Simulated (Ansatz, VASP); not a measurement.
# Cross-check of GaPt8Se18 (Ga_Pt) between VASP and Ansatz, part 2 of 2

One calculation is typed for both programs; each brings its own data sets. How far apart do they land? The cell is taken from a series of runs on this material, whose earlier steps may have relaxed, scaled, displaced or heated it; both programs get it as it stands.

VASP 6.6.1 and Ansatz 0.2.0.

So far: Starting point; Ansatz: single point, PBEsol.

### Step 3. VASP: single point, PBEsol

Level of this step: PBEsol, spin-polarised from a ferromagnetic start; plane waves and PAW (Pt, Se, Ga_d) (VASP).

The same cell, functional, mesh and smearing now go to VASP, with its own data sets.

Lines of VASP's logs that name or quote its potential files are left out, and so is its time.

Input file INCAR:

```
SYSTEM = GaPt8Se18
PREC = Accurate
ENCUT = 400
EDIFF = 1E-06
NELM = 200
ISMEAR = -1
SIGMA = 0.01
LREAL = .FALSE.
ALGO = Normal
GGA = PS
NBANDS = 119
ISPIN = 2
MAGMOM = 0.01 0.01 0 0.01 0.01 0 0.01 0.01 0.01 0 0 0.09 0.01 0 0.01 0.01 0.09 0.09 0.09 0.09 0 0.01 0 0.01 0.09 0 0
LASPH = .TRUE.
LMAXMIX = 4
LORBIT = 11
LWAVE = .FALSE.
LCHARG = .FALSE.
ISIF = 2
LDIPOL = .TRUE.
IDIPOL = 3
DIPOL = 0.5 0.5 0.5
LVHAR = .TRUE.
NUPDOWN = 1
GGA_COMPAT = .FALSE.
NELMDL = -8
```

Input file POSCAR:

```
GaPt8Se18
1.0
   11.1039046661      0.0000000000      0.0000000000
   -5.5519523331      9.6162635221      0.0000000000
    0.0000000000      0.0000000000     32.0000000000
Pt Se Ga
8 18 1
Direct
    0.1130518912      0.2231902249      0.4999897413
    0.1130411104      0.5565441380      0.4999841590
    0.1130760858      0.8898702491      0.5000916537
    0.4464001814      0.2231771968      0.5000049109
    0.4464067777      0.8898909838      0.5000062469
    0.7797281792      0.2232248118      0.4998899041
    0.7797527079      0.5565610802      0.4999927966
    0.7797882842      0.8899333361      0.4999990718
    0.0020869240      0.0008874851      0.5406364120
    0.2240565867      0.1118212482      0.4595168374
    0.0016768284      0.3341983461      0.5404670437
    0.2161153141      0.4414092568      0.4585013994
    0.0020699843      0.6678581079      0.5406247951
    0.2240695006      0.7789196678      0.4595044025
    0.3350651315      0.0008454022      0.5406438766
    0.5576832730      0.1121711355      0.4593584927
    0.3312816333      0.3263013332      0.5414706701
    0.5615556364      0.4413758179      0.4585094417
    0.3312433336      0.6716542808      0.5414863800
    0.5616014045      0.7869141483      0.4584919637
    0.6687792494      0.0012916496      0.5404861498
    0.8907407559      0.1121961519      0.4593518379
    0.6687783104      0.3342115207      0.5404836171
    0.8907193375      0.4452317795      0.4593393633
    0.6766601825      0.6716967605      0.5414787608
    0.8911266183      0.7789212742      0.4595045631
    0.4464376306      0.5565905410      0.4999581042
```

Input file KPOINTS:

```
Automatic mesh
0
Gamma
2 2 1
0 0 0
```

The projector-augmented-wave data sets are Pt, Se and Ga_d (PBE family, release 64).

Run with:

```console
$ export OMP_NUM_THREADS=4
$ mpirun -np 1 vasp_std
```

Numbers of over 12 decimals in the logs are rounded to 6 here.

Log:

```text
[banner, memory and clock lines left out]
running    1 mpi-ranks, on    1 nodes
 distrk:  each k-point on    1 cores,    1 groups
 distr:  one band on    1 cores,    1 groups
 Offloading initialized ...    1 GPUs detected
 POSCAR found type information on POSCAR PtSeGa
 POSCAR found :  3 types and      27 ions
|                                                                             |
|               ----> ADVICE to this user running VASP <----                  |
|                                                                             |
|     You have a (more or less) 'large supercell' and for larger cells it     |
|     might be more efficient to use real-space projection operators.         |
|     Therefore, try LREAL= Auto in the INCAR file.                           |
|     Mind: For very accurate calculation, you might also keep the            |
|     reciprocal projection scheme (i.e. LREAL=.FALSE.).                      |
|                                                                             |

|                                                                             |
|               ----> ADVICE to this user running VASP <----                  |
|                                                                             |
|     You enforced a specific xc type in the INCAR file but a different       |
|     [... a line on the potential file left out ...]
|     I HOPE YOU KNOW WHAT YOU ARE DOING!                                     |
|                                                                             |

 LDA part: xc-table for (Slater+PW92), standard interpolation
 POSCAR, INCAR and KPOINTS ok, starting setup
 FFT: planning ... GRIDC
 FFT: planning ... GRID_SOFT
 FFT: planning ... GRID
 WAVECAR not read
 entering main loop
       N       E                     dE             d eps       ncg     rms          rms(c)
DAV:   1     0.166221190111E+04    0.16622E+04   -0.54010E+04  2040   0.971E+02
DAV:   2     0.209705480870E+03   -0.14525E+04   -0.13837E+04  3089   0.203E+02
DAV:   3    -0.127529096183E+03   -0.33723E+03   -0.33266E+03  2320   0.103E+02
DAV:   4    -0.145800499266E+03   -0.18271E+02   -0.17752E+02  2664   0.289E+01
DAV:   5    -0.146371989980E+03   -0.57149E+00   -0.55583E+00  2512   0.424E+00
DAV:   6    -0.146395910192E+03   -0.23920E-01   -0.23529E-01  2801   0.993E-01
DAV:   7    -0.146396682838E+03   -0.77265E-03   -0.76544E-03  2507   0.146E-01
DAV:   8    -0.146396720953E+03   -0.38115E-04   -0.38072E-04  2889   0.334E-02    0.387E+01
DAV:   9    -0.140109573785E+03    0.62871E+01   -0.49076E+01  1998   0.283E+01    0.221E+01
DAV:  10    -0.138248619952E+03    0.18610E+01   -0.13464E+01  1970   0.166E+01    0.932E+00
DAV:  11    -0.137991340281E+03    0.25728E+00   -0.13516E+00  2240   0.314E+00    0.300E+00
DAV:  12    -0.137876316088E+03    0.11502E+00   -0.36080E-01  2049   0.262E+00    0.642E-01
DAV:  13    -0.137888086097E+03   -0.11770E-01   -0.60655E-02  2256   0.621E-01    0.455E-01
DAV:  14    -0.137890595924E+03   -0.25098E-02   -0.30230E-03  2785   0.159E-01    0.310E-01
[...]
DAV:  30    -0.137910708016E+03   -0.64136E-04   -0.12451E-07  1168   0.634E-04    0.452E-04
DAV:  31    -0.137910744074E+03   -0.36058E-04   -0.91114E-08  1122   0.470E-04    0.307E-04
DAV:  32    -0.137910772378E+03   -0.28303E-04   -0.91136E-08  1156   0.429E-04    0.208E-04
DAV:  33    -0.137910782503E+03   -0.10126E-04   -0.36807E-08  1106   0.300E-04    0.137E-04
DAV:  34    -0.137910787475E+03   -0.49713E-05   -0.17996E-08  1071   0.210E-04    0.967E-05
DAV:  35    -0.137910791773E+03   -0.42989E-05   -0.19630E-08  1078   0.192E-04    0.722E-05
DAV:  36    -0.137910794567E+03   -0.27935E-05   -0.18963E-08  1078   0.171E-04    0.547E-05
DAV:  37    -0.137910795554E+03   -0.98738E-06   -0.98315E-09  1057   0.139E-04
   1 F= -.13791080E+03 E0= -.13790838E+03  d E =-.482228E-02  mag=     1.0000
```

OUTCAR, selected parts (step 3):

```text
ion  position               nearest neighbor table
   1  0.113  0.223  0.500-  17 2.48  12 2.48  10 2.50  11 2.50  22 2.50   9 2.50
   2  0.113  0.557  0.500-  12 2.48  19 2.48  11 2.50  14 2.50  13 2.50  24 2.50
   3  0.113  0.890  0.500-  13 2.50  15 2.50   9 2.50  10 2.50  14 2.50  26 2.50
   4  0.446  0.223  0.500-  17 2.48  18 2.48  10 2.50  23 2.50  16 2.50  15 2.50
   5  0.446  0.890  0.500-  19 2.48  20 2.48  21 2.50  14 2.50  15 2.50  16 2.50
   6  0.780  0.223  0.500-  11 2.50  16 2.50  24 2.50  22 2.50  23 2.50  21 2.50
   7  0.780  0.557  0.500-  18 2.48  25 2.48  23 2.50  26 2.50  13 2.50  24 2.50
   8  0.780  0.890  0.500-  25 2.48  20 2.48  26 2.50  21 2.50  22 2.50   9 2.50
   9  0.002  0.001  0.541-   3 2.50   8 2.50   1 2.50
  10  0.224  0.112  0.460-   3 2.50   1 2.50   4 2.50
  11  0.002  0.334  0.540-   6 2.50   2 2.50   1 2.50
  12  0.216  0.441  0.459-   2 2.48   1 2.48  27 2.58
  13  0.002  0.668  0.541-   3 2.50   2 2.50   7 2.50
  14  0.224  0.779  0.460-   3 2.50   2 2.50   5 2.50
  15  0.335  0.001  0.541-   3 2.50   5 2.50   4 2.50
  16  0.558  0.112  0.459-   6 2.50   5 2.50   4 2.50
  17  0.331  0.326  0.541-   4 2.48   1 2.48  27 2.58
  18  0.562  0.441  0.459-   7 2.48   4 2.48  27 2.58
  19  0.331  0.672  0.541-   5 2.48   2 2.48  27 2.58
  20  0.562  0.787  0.458-   8 2.48   5 2.48  27 2.58
  21  0.669  0.001  0.540-   6 2.50   5 2.50   8 2.50
  22  0.891  0.112  0.459-   6 2.50   8 2.50   1 2.50
  23  0.669  0.334  0.540-   6 2.50   7 2.50   4 2.50
  24  0.891  0.445  0.459-   6 2.50   7 2.50   2 2.50
  25  0.677  0.672  0.541-   8 2.48   7 2.48  27 2.58
  26  0.891  0.779  0.460-   3 2.50   7 2.50   8 2.50
  27  0.446  0.557  0.500-  18 2.58  12 2.58  20 2.58  25 2.58  17 2.58  19 2.58

  LATTYP: Found a hexagonal cell.
 ALAT       =    11.1039046661
 C/A-ratio  =     2.8818691228

 Subroutine GETGRP returns: Found  1 space group operations
 (whereof  1 operations were pure point group operations)

The static configuration has the point symmetry C_1 .

 Found      4 irreducible k-points:

   k-points           NKPTS =      4   k-points in BZ     NKDIM =      4   number of bands    NBANDS=    119

   dimension x,y,z NGX =    72 NGY =   72 NGZ =  210
   dimension x,y,z NGXF=   144 NGYF=  144 NGZF=  420

   ENCUT  =  400.0 eV  29.40 Ry    5.42 a.u.  18.11 18.11 52.18*2*pi/ulx,y,z

   NELECT =     201.0000    total number of electrons

 k-points in reciprocal lattice and weights: Automatic mesh
   0.00000000  0.00000000  0.00000000       0.250
   0.50000000  0.00000000  0.00000000       0.250
   0.00000000  0.50000000  0.00000000       0.250
   0.50000000  0.50000000  0.00000000       0.250

 dipolmoment           0.000000      0.000000      0.000105 electrons x Angstroem

 average (electrostatic) potential at core
       1 -77.9767       2 -77.9766       3 -77.9521       4 -77.9767       5 -77.9765
       6 -77.9517       7 -77.9767       8 -77.9766       9 -61.9069      10 -61.9228
      11 -61.9228      12 -61.6675      13 -61.9066      14 -61.9226      15 -61.9068
      16 -61.9062      17 -61.6670      18 -61.6673      19 -61.6662      20 -61.6665
      21 -61.9226      22 -61.9065      23 -61.9226      24 -61.9064      25 -61.6669
      26 -61.9226      27 -73.2741

 E-fermi :  -3.8941

 spin component 1
 k-point     1 :       0.0000    0.0000    0.0000
  band No.  band energies     occupation
    ...
     97      -4.6095      1.00000
     98      -4.0215      1.00000
     99      -4.0214      1.00000
    100      -3.9951      1.00000
    101      -3.9950      1.00000
    102      -2.2792      0.00000
    103      -2.2158      0.00000
    104      -2.2156      0.00000
    105      -2.2036      0.00000
    106      -2.2035      0.00000
    ...

 k-point     2 :       0.5000    0.0000    0.0000
  band No.  band energies     occupation
    ...
     97      -4.1812      1.00000
     98      -4.1190      1.00000
     99      -4.0985      1.00000
    100      -4.0984      1.00000
    101      -4.0331      1.00000
    102      -2.3680      0.00000
    103      -2.3339      0.00000
    104      -2.3100      0.00000
    105      -2.2301      0.00000
    106      -2.1909      0.00000
    ...

 k-point     3 :       0.0000    0.5000    0.0000
  band No.  band energies     occupation
    ...
     97      -4.1811      1.00000
     98      -4.1193      1.00000
     99      -4.0986      1.00000
    100      -4.0983      1.00000
    101      -4.0330      1.00000
    102      -2.3680      0.00000
    103      -2.3339      0.00000
    104      -2.3100      0.00000
    105      -2.2301      0.00000
    106      -2.1909      0.00000
    ...

 k-point     4 :       0.5000    0.5000    0.0000
  band No.  band energies     occupation
    ...
     97      -4.1811      1.00000
     98      -4.1192      1.00000
     99      -4.0987      1.00000
    100      -4.0982      1.00000
    101      -4.0330      1.00000
    102      -2.3680      0.00000
    103      -2.3340      0.00000
    104      -2.3100      0.00000
    105      -2.2301      0.00000
    106      -2.1907      0.00000
    ...

 spin component 2
 k-point     1 :       0.0000    0.0000    0.0000
  band No.  band energies     occupation
    ...
     95      -4.5893      1.00000
     96      -4.5681      1.00000
     97      -4.5679      1.00000
     98      -3.9913      0.99994
     99      -3.9913      0.99994
    100      -3.8278      0.00131
    101      -3.8275      0.00128
    102      -2.2668      0.00000
    103      -2.2096      0.00000
    104      -2.2095      0.00000
    ...

 k-point     2 :       0.5000    0.0000    0.0000
  band No.  band energies     occupation
    ...
     96      -4.1581      1.00000
     97      -4.1286      1.00000
     98      -4.0940      1.00000
     99      -4.0638      1.00000
    100      -4.0620      1.00000
    101      -3.8873      0.33558
    102      -2.3576      0.00000
    103      -2.3192      0.00000
    104      -2.2964      0.00000
    105      -2.2204      0.00000
    ...

  Total       -0.6366829     -0.6362615      0.0059679      0.0014023      0.0000609      0.0013273
  in kB       -0.2985395     -0.2983418      0.0027983      0.0006575      0.0000285      0.0006224
  external PRESSURE =      -0.1980277 kB  Pullay stress =       0.0000000 kB

  energy-cutoff  :      400.00
  volume of cell :     3416.90
      direct lattice vectors                 reciprocal lattice vectors
    11.103904666  0.000000000  0.000000000     0.090058410  0.051995247 -0.000000000
    -5.551952333  9.616263522  0.000000000     0.000000000  0.103990495  0.000000000
     0.000000000  0.000000000 32.000000000     0.000000000 -0.000000000  0.031250000

 POSITION                                       TOTAL-FORCE (eV/Angst)
 -----------------------------------------------------------------------------------
      0.01618      2.14626     15.99967        -0.000721      0.000532      0.000793
     -1.83471      5.35188     15.99949        -0.000946      0.000574     -0.000696
     -3.68493      8.55723     16.00293        -0.000297      0.000406      0.000408
      3.71772      2.14613     16.00016         0.000561     -0.000993     -0.000339
      0.01623      8.55743     16.00020        -0.000523      0.000269     -0.002390
      7.41869      2.14659     15.99648         0.000376     -0.001321     -0.001073
      5.56830      5.35204     15.99977         0.002094     -0.000162      0.000218
      3.71783      8.55783     15.99997        -0.001246     -0.001414     -0.000616
      0.01825      0.00853     17.30037        -0.000532      0.001094      0.011446
      1.86708      1.07530     14.70454         0.000279      0.000157     -0.013413
     -1.83683      3.21374     17.29495         0.000388     -0.000715      0.012791
     -0.05096      4.24471     14.67204        -0.000485     -0.001225     -0.018786
     -3.68493      6.42230     17.29999        -0.000733     -0.000597      0.012836
     -1.83648      7.49030     14.70414         0.000418     -0.000164     -0.010820
      3.71584      0.00813     17.30060         0.000375      0.001923      0.011344
      5.56969      1.07867     14.69947         0.000731      0.000887     -0.010676
      1.86691      3.13780     17.32706        -0.000887     -0.001415      0.018768
      3.78496      4.24439     14.67230        -0.000218     -0.001066     -0.019632
     -0.05090      6.45880     17.32756        -0.000888      0.000360      0.015805
      1.86706      7.56717     14.67174        -0.000605     -0.000099     -0.015884
      7.41889      0.01242     17.29556         0.000726      0.000463      0.011349
      9.26779      1.07891     14.69926         0.000034      0.001459     -0.011284
      5.57052      3.21387     17.29548         0.000926     -0.000854      0.011182
      7.41856      4.28147     14.69886         0.000615      0.000964     -0.009304
      3.78434      6.45921     17.32732         0.002274      0.000762      0.017179
      5.57045      7.49031     14.70415         0.000118      0.000236     -0.010911
      1.86704      5.35232     15.99866        -0.001833     -0.000062      0.001707
 -----------------------------------------------------------------------------------
    total drift:                                0.000155      0.000056     -0.000046

  FREE ENERGIE OF THE ION-ELECTRON SYSTEM (eV)
  ---------------------------------------------------
  free  energy   TOTEN  =      -137.9107955542 eV

  energy  without entropy=     -137.9059732738  energy(sigma->0) =     -137.90838441

 vacuum level on the upper side and lower side of the slab         1.754         1.754

 total charge
# of ion       s       p       d       tot
------------------------------------------
    1        0.681   0.732   8.010   9.423
    2        0.681   0.732   8.010   9.423
    3        0.684   0.725   8.015   9.424
    4        0.681   0.732   8.010   9.423
    5        0.681   0.732   8.010   9.423
    6        0.684   0.725   8.015   9.424
    7        0.681   0.732   8.010   9.423
    8        0.681   0.732   8.010   9.423
    9        1.479   2.245   0.061   3.784
   10        1.478   2.249   0.061   3.787
   11        1.478   2.249   0.061   3.787
   12        1.478   2.266   0.050   3.795
   13        1.479   2.245   0.061   3.785
   14        1.478   2.249   0.060   3.787
   15        1.479   2.245   0.061   3.784
   16        1.479   2.245   0.061   3.785
   17        1.478   2.266   0.050   3.795
   18        1.478   2.266   0.050   3.795
   19        1.478   2.266   0.050   3.794
   20        1.478   2.266   0.050   3.795
   21        1.478   2.249   0.060   3.787
   22        1.479   2.245   0.061   3.784
   23        1.478   2.249   0.060   3.787
   24        1.479   2.245   0.061   3.784
   25        1.478   2.266   0.050   3.795
   26        1.478   2.249   0.060   3.787
   27        0.847   0.695  10.032  11.574
--------------------------------------------------
tot         32.910  47.096  75.151 155.157

 magnetization (x)
# of ion       s       p       d       tot
------------------------------------------
    1       -0.001   0.001   0.009   0.010
    2       -0.001   0.001   0.009   0.010
    3       -0.000   0.001  -0.000   0.001
    4       -0.001   0.001   0.009   0.010
    5       -0.001   0.001   0.009   0.010
    6       -0.000   0.001  -0.000   0.001
    7       -0.001   0.001   0.009   0.010
    8       -0.001   0.001   0.009   0.010
    9        0.000   0.006   0.000   0.006
   10        0.000   0.002   0.000   0.002
   11        0.000   0.002   0.000   0.002
   12        0.002   0.091   0.000   0.093
   13        0.000   0.006   0.000   0.006
   14        0.000   0.002   0.000   0.002
   15        0.000   0.006   0.000   0.006
   16        0.000   0.006   0.000   0.006
   17        0.002   0.092   0.000   0.093
   18        0.002   0.091   0.000   0.093
   19        0.002   0.091   0.000   0.093
   20        0.002   0.091   0.000   0.093
   21        0.000   0.002   0.000   0.002
   22        0.000   0.006   0.000   0.006
   23        0.000   0.002   0.000   0.002
   24        0.000   0.006   0.000   0.006
   25        0.002   0.091   0.000   0.093
   26        0.000   0.002   0.000   0.002
   27       -0.006  -0.010   0.018   0.002
--------------------------------------------------
tot          0.001   0.594   0.076   0.670

[... 2 further parts left out ...]
```

### Step 4. Comparison

Known differences besides the potentials themselves: VASP starts from the moments at which Ansatz ended; Ansatz cuts the interaction across the vacuum, VASP repeats the sheet with a dipole correction; the data sets hold 445 valence electrons in Ansatz (on its default PAW (the set named soft_2) files) and 201 in VASP; the cutoff is 420 eV in Ansatz and 400 eV in VASP; Ansatz makes its cores anew for this functional, VASP keeps those of its PBE data sets; site moments are counted in spheres of each program's own size. Total energies have different zeros and are not compared.

Compared:

| quantity | Ansatz | VASP | difference |
| --- | --- | --- | --- |
| total moment, fixed by the input (μB) | 1.00 | 1.00 | 0.00 |
| moment on Se12 (μB) | 0.09 | 0.09 | -0.01 |
| moment on Se19 (μB) | 0.09 | 0.09 | -0.01 |
| moment on Se18 (μB) | 0.09 | 0.09 | -0.01 |
| moment on Se25 (μB) | 0.09 | 0.09 | -0.01 |
| moment on Se20 (μB) | 0.09 | 0.09 | -0.01 |
| moment on Se17 (μB) | 0.09 | 0.09 | -0.01 |

At this near-relaxed geometry the largest component of a force difference is 15 meV/Å. With vacuum in the cell, a pressure given here is an average over mostly empty space and none of the material.

### Step 5. Outcome

```json
{"difference in moment on Se19 (single point, PBEsol)": "-0.0070 μB"}
```

**Reading.** The difference in moment on Se19 is -0.0070 μB (single point, PBEsol). The data sets hold unlike numbers of valence electrons (445 in Ansatz and 201 in VASP), so part of the differences comes from the potentials. Such differences can come from data sets, numerical settings and the points named under the comparisons, not from the functional's error against experiment.

[Lines on the potential files, build, host, timing and source positions are cut from VASP's logs without a mark.]

[Logs are printed without paths, hosts, clocks, repeated set-up lines and the standing remarks that a program may print on its own settings, such as how far it seeks lower states.]

[Hosts, paths, dates, database ids (printed as entryN), source tags and the programs' standing remarks are cut or masked in the printed files.]
